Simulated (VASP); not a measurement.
Here is the system:

```
CdS
1.0
    2.11140    -3.65705     0.00000
    2.11140     3.65705     0.00000
    0.00000     0.00000     6.85440
Cd S
2 2
Direct
  0.66667   0.33333   0.50000
  0.33333   0.66667   0.00000
  0.66667   0.33333   0.87700
  0.33333   0.66667   0.37700
```

The numbers are results of PBE GGA with spin-orbit coupling, VASP's PBE PAW potentials (set 64) (plane waves; VASP), not measurements. Numerical set-up: 400 eV cut-off, 6×6×3 Γ-centred mesh, Gaussian smearing of 0.050 eV, potentials Cd S.

Give the stress tensor in GPa (positive for a compressed cell).

```
-1.04   0.00   0.00
 0.00  -1.04   0.00
 0.00   0.00  -0.90
```
The pressure is its mean diagonal, -1.00 GPa.

The compound is CdS in the wurtzite structure. The cell was not relaxed at this level. The run is one of a series of settings (GGA_COMPAT = .FALSE., LSORBIT = .TRUE., MAGMOM = 0 0 0 0 0 0 0 0 0 0 0 0, program vasp_ncl against the base run), some of them coarse on purpose.
